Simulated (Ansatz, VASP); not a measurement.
# Ni8F (F/Ni(100)): VASP beside Ansatz

Wanted: the spread between two codes on one cell, functional and k mesh. Of the first pair: The structure shown is the start of the Ansatz relaxation below; VASP solves that cell, so the two are compared at the walk's first step.

Program: Ansatz 0.2.0. Level of theory: plane waves, with VASP 6.6.1 beside it; single point at PBE. Results are calculated unless marked as measured.

## (1) The starting structure

The cell holds 18 atoms: 16 Ni and 2 F. Its edges and angles: a = 4.978 Å, b = 4.978 Å, c = 23.850 Å, α = 90.0°, β = 90.0°, γ = 90.0°. Vacuum lies along c.

## (2) Ansatz: relaxation, PBE

Ansatz runs on its default PAW (the set named soft_2) files.

The two programs are compared at the cell with which this relaxation starts, whose forces are those of its first step.

Contents of input.yaml:

```yaml
crystal:
  lattice:
    - [4.9780317396, 0.0, 0.0]
    - [0.0, 4.9780317396, 0.0]
    - [0.0, 0.0, 23.8504504365]
  atoms:
    - { symbol: Ni, position: [0.25, 0.25, 0.3773513638], spin: 0.76 }
    - { symbol: Ni, position: [0.0, 0.0, 0.4511445194], spin: 0.69 }
    - { symbol: Ni, position: [0.25, 0.25, 0.5258663353], spin: 0.7 }
    - { symbol: Ni, position: [0.0, 0.0, 0.5968701365], spin: 0.76 }
    - { symbol: Ni, position: [0.25, 0.75, 0.3773513638], spin: 0.76 }
    - { symbol: Ni, position: [0.0, 0.5, 0.4511445194], spin: 0.69 }
    - { symbol: Ni, position: [0.25, 0.75, 0.5258663353], spin: 0.7 }
    - { symbol: Ni, position: [0.0, 0.5, 0.5968701365], spin: 0.76 }
    - { symbol: Ni, position: [0.75, 0.25, 0.3773513638], spin: 0.76 }
    - { symbol: Ni, position: [0.5, 0.0, 0.4511445194], spin: 0.69 }
    - { symbol: Ni, position: [0.75, 0.25, 0.5258663353], spin: 0.7 }
    - { symbol: Ni, position: [0.5, 0.0, 0.5968701365], spin: 0.76 }
    - { symbol: Ni, position: [0.75, 0.75, 0.3773513638], spin: 0.76 }
    - { symbol: Ni, position: [0.5, 0.5, 0.4511445194], spin: 0.69 }
    - { symbol: Ni, position: [0.75, 0.75, 0.5258663353], spin: 0.7 }
    - { symbol: Ni, position: [0.5, 0.5, 0.5968701365], spin: 0.76 }
    - { symbol: F, position: [0.25, 0.25, 0.6226486362] }
    - { symbol: F, position: [0.75, 0.75, 0.6226486362] }
magnetization:
  spin_polarized: true
kpoints:
  mp_grid: { grid: [6, 6, 1] }
hamiltonian:
  xc: pbe
scf:
  occupations: { method: fermi_dirac, width: 0.1 }
  convergence: { dr2_threshold: 1.0e-08 }
efield:
  axis: 3
  dipole_correction: true
  ramp_position: 0.97
  ramp_width: 0.06
relax:
  f_tol: 0.02
  max_steps: 60
  constraints: [{ sites: [0, 1, 4, 5, 8, 9, 12, 13] }]
output:
  dos: { projected: true, e_range: [-8, 4] }
  write_potential: true
  write_density: true
  volumetric_format: npy
  elf: true
```

Command:

```console
ansatz run input.yaml --threads 4 --pin off --max-ram 16384MiB --backend cpu --events-out ev --progress --plain --runs-dir out
```

Numbers of over 12 decimals in the logs are rounded to 6 here.

Log:

```text
Engine: ansatz 0.2.0, aarch64-unknown-linux-gnu
Pseudopotentials: kind: paw
Pseudopotential: Ni, paw, valence charge 18, recommended cutoff 420 eV (normal), Ni.paw.azcp
Pseudopotential: F, paw, valence charge 7, recommended cutoff 420 eV (normal), F.paw.azcp
Functional definition: PBE
  parameter kappa = 0.804
  parameter beta = 0.066725
  exchange = pbe_x(kappa = kappa, mu = beta*pi^2/3)
  correlation = pbe_c(beta = beta)
Crystal: 18 atoms, lattice volume = 591.033 Å³
Basis set: ecut = 420 eV, 11563 PW (Γ), exchange–correlation on 72×72×320 points (8 copies of the dense FFT grid, shifted against one another)
Bands: 189, of which v1, the nominal top of the filled ones, is band 151 counted from 1 (150 counted from 0)
Symmetry: 16 space group operations
k-points: 10 of 36
Non-local potential: Ni, projectors of the file, l = 0: 3, l = 1: 2, l = 2: 3, l = 3: 1
Non-local potential: F, projectors of the file, l = 0: 2, l = 1: 2, l = 2: 1
PAW form: soft (Blöchl's): semilocal exchange-correlation on the pseudo side does not see the compensation charge
PAW one-centre angular grid: Ni, 590 points (default); XC on 64 Gauss nodes
PAW one-centre angular grid: F, 110 points (default); XC on 64 Gauss nodes
Initial density: superposition of atomic densities (neutral atoms: chi_scale 0, normalization atom)
Starting moments: Σ|m| = 11.64 μB on 16 of 18 sites
Initial wavefunctions: pseudopotential atomic-orbital guess
Functional: x = pbe(κ = 0.804, μ = 0.219515), c = pbe(β = 0.066725)
SCF iter   1: F=—  HF=-95023.635444 eV  |F-HF|=—  |Δ(HF+E_count)|=         —  Δρ=2.63e-2 (↑1.76e-2 ↓2.63e-2)  dr2=2.60e1  dr2_m=1.22e0  M=12.507 μB ∫|m|=13.021 μB  β_m=1.00  ethr=3.10e-3  p=-0.000 e·Å  D=-5.37e-7 V/Å  ΔV_dip=0.00 eV  dr2_dipole=1.99e0  V_vac-E_F(+/−)=6.91/6.91 eV  ⟨swp⟩=9.0  Hψ=18467  notcnv=0  defer=208
Mixer restart at iter 1: flushing history
efield: sawtooth ramp at fractional position 0.9700 (set: `efield.ramp_position`, or a place that a band, a saddle search or an elastic batch's reference lends), width 0.0600; the density the first Hamiltonian is built on has a dipole p = -0.000 e·Å; the dipole correction subtracts the counter field D = -5.37e-7 V/Å, which shifts the + side's vacuum level by +0.00 eV against the − side's; the planar-averaged density in the ramp window peaks in size at 1.4e-5 e/Å³
preconditioner: auto → LDOS  [metal: Δε(μ)=0.009 eV  Ē_g=8.303 eV  σ=0.100 eV  W_gap=0.02  n_scr=130 (ndim 8)  ℏωp=20.1 eV  f_vac=0.634  D(μ)=33.41/eV (n_scr^D=348)]
spin=Collinear: LDOS preconditioning applied to the charge; magnetization (m = ρ↑ − ρ↓) channel mixes plain (no charge-response kernel on spin).
SCF iter   2: F=—  HF=-95026.860497 eV  |F-HF|=—  |Δ(HF+E_count)|=    3.23e0  Δρ=1.61e-2 (↑1.61e-2 ↓1.40e-2)  dr2=6.66e0  dr2_m=2.36e-2  M=12.314 μB ∫|m|=13.315 μB  β_m=0.33  ethr=3.10e-3  p=0.133 e·Å  D=4.08e-2 V/Å  ΔV_dip=-0.97 eV  dr2_dipole=6.27e-1  V_vac-E_F(+/−)=5.12/6.09 eV  ⟨swp⟩=2.9  Hψ=6471  notcnv=0  defer=385
density mixer auto → msr1: a metal under ldos (density of states about μ 3.73 of a free-electron gas's, 130 screened modes)
SCF iter   3: F=—  HF=-95034.574319 eV  |F-HF|=—  |Δ(HF+E_count)|=    7.71e0  Δρ=7.29e-3 (↑7.29e-3 ↓5.71e-3)  dr2=9.63e-1  dr2_m=4.50e-2  M=12.258 μB ∫|m|=13.463 μB  β_m=0.40  ethr=2.21e-3  p=0.186 e·Å  D=5.71e-2 V/Å  ΔV_dip=-1.36 eV  dr2_dipole=9.70e-2  V_vac-E_F(+/−)=4.24/5.60 eV  ⟨swp⟩=2.8  Hψ=5932  notcnv=0  defer=381
SCF iter   4: F=—  HF=-95039.325676 eV  |F-HF|=—  |Δ(HF+E_count)|=    4.75e0  Δρ=7.12e-3 (↑5.44e-3 ↓7.12e-3)  dr2=4.25e-1  dr2_m=8.11e-2  M=11.944 μB ∫|m|=13.315 μB  β_m=0.70  ethr=3.19e-4  p=0.193 e·Å  D=5.92e-2 V/Å  ΔV_dip=-1.41 eV  dr2_dipole=3.09e-3  V_vac-E_F(+/−)=3.87/5.28 eV  ⟨swp⟩=2.3  Hψ=6092  notcnv=0  defer=391
SCF iter   5: F=—  HF=-95041.582085 eV  |F-HF|=—  |Δ(HF+E_count)|=    2.26e0  Δρ=3.89e-3 (↑3.89e-3 ↓3.45e-3)  dr2=1.67e-1  dr2_m=1.95e-2  M=11.521 μB ∫|m|=12.969 μB  β_m=0.72  ethr=1.41e-4  p=0.177 e·Å  D=5.41e-2 V/Å  ΔV_dip=-1.29 eV  dr2_dipole=1.36e-2  V_vac-E_F(+/−)=3.74/5.03 eV  ⟨swp⟩=2.3  Hψ=7042  notcnv=0  defer=394
SCF iter   6: F=—  HF=-95041.702918 eV  |F-HF|=—  |Δ(HF+E_count)|=         —  Δρ=5.67e-3 (↑1.43e-3 ↓5.67e-3)  dr2=1.48e-1  dr2_m=4.91e-2  M=11.060 μB ∫|m|=12.466 μB  β_m=0.72  ethr=5.53e-5  p=0.158 e·Å  D=4.82e-2 V/Å  ΔV_dip=-1.15 eV  dr2_dipole=1.28e-2  V_vac-E_F(+/−)=3.88/5.03 eV  ⟨swp⟩=2.2  Hψ=6517  notcnv=0  defer=398
SCF iter   7: F=—  HF=-95041.705966 eV  |F-HF|=—  |Δ(HF+E_count)|=   3.05e-3  Δρ=1.31e-3 (↑7.29e-4 ↓1.31e-3)  dr2=1.34e-2  dr2_m=1.78e-3  M=10.999 μB ∫|m|=12.390 μB  β_m=0.73  ethr=4.90e-5  p=0.151 e·Å  D=4.62e-2 V/Å  ΔV_dip=-1.10 eV  dr2_dipole=5.92e-4  V_vac-E_F(+/−)=3.83/4.93 eV  ⟨swp⟩=2.0  Hψ=5671  notcnv=0  defer=397
[...]
k-point 1 ↑: bands = [... 147 lower, 1.2183, 1.2400, 1.2572, 1.2634, 1.2852, 1.3115, 1.3639, 1.4793, ... 34 higher]
  k-point 2 ↑: bands = [... 147 lower, 1.1629, 1.1879, 1.1989, 1.2129, 1.2517, 1.2634, 1.2688, 1.3165, ... 34 higher]
  k-point 9 ↓: bands = [... 147 lower, 1.7715, 1.8586, 1.8586, 1.9820, 1.9820, 2.1594, 2.1594, 2.3118, ... 34 higher]
--- Relaxed structure (6 steps of the walk, 6 accepted, 0 SCFs on fresh bases) ---
  F+E_penalty+E_count = -95045.83954479 eV   max|allowed force component| = 4.971e-3 eV/Å
  atoms:
    - { symbol: Ni, position: [0.25, 0.25, 0.377351] }
    - { symbol: Ni, position: [0.0, 0.0, 0.4511445194] }
    - { symbol: Ni, position: [0.25, 0.25, 0.526546] }
    - { symbol: Ni, position: [0, 0, 0.598597] }
    - { symbol: Ni, position: [0.25, 0.750000, 0.377351] }
    - { symbol: Ni, position: [0.0, 0.5, 0.4511445194] }
    - { symbol: Ni, position: [0.25, 0.750000, 0.524791] }
    - { symbol: Ni, position: [0, 0.5, 0.598597] }
    - { symbol: Ni, position: [0.750000, 0.25, 0.377351] }
    - { symbol: Ni, position: [0.5, 0.0, 0.4511445194] }
    - { symbol: Ni, position: [0.750000, 0.25, 0.524791] }
    - { symbol: Ni, position: [0.5, 0, 0.598597] }
    - { symbol: Ni, position: [0.750000, 0.750000, 0.377351] }
    - { symbol: Ni, position: [0.5, 0.5, 0.4511445194] }
    - { symbol: Ni, position: [0.750000, 0.750000, 0.526546] }
    - { symbol: Ni, position: [0.5, 0.5, 0.598597] }
    - { symbol: F, position: [0.25, 0.25, 0.653192] }
    - { symbol: F, position: [0.750000, 0.750000, 0.653192] }
```

(Continued in part 2 of 3.)

[Lines on the potential files, build, host, timing and source positions are cut from VASP's logs without a mark.]

[Logs are printed without paths, hosts, clocks, repeated set-up lines and the standing remarks that a program may print on its own settings, such as how far it seeks lower states.]

[Hosts, paths, dates, database ids (printed as entryN), source tags and the programs' standing remarks are cut or masked in the printed files.]
